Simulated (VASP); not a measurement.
Given:

```
CELL_PARAMETERS angstrom
      0.00000     3.20610     3.20610
      3.20610     0.00000     3.20610
      3.20610     3.20610     0.00000
ATOMIC_POSITIONS crystal
  In 0.00000 0.00000 0.00000
  Sb 0.25000 0.25000 0.25000
```

Calculation: revTPSS meta-GGA, VASP's PBE PAW potentials (set 64) (plane waves; VASP 6.6.1). Numerical set-up: 520 eV cut-off, 10×10×10 Γ-centred mesh, first-order Methfessel-Paxton smearing of 0.10 eV, potentials In_d Sb.

Task: Give the stress tensor in GPa (positive for a compressed cell).

Result: 
```
2.98  0.00  0.00
0.00  2.98  0.00
0.00  0.00  2.98
```
The pressure is its mean diagonal, 2.98 GPa.

The compound is InSb in the zinc blende structure. This cell is one point of a volume scan, at 0.94 of the reference volume.
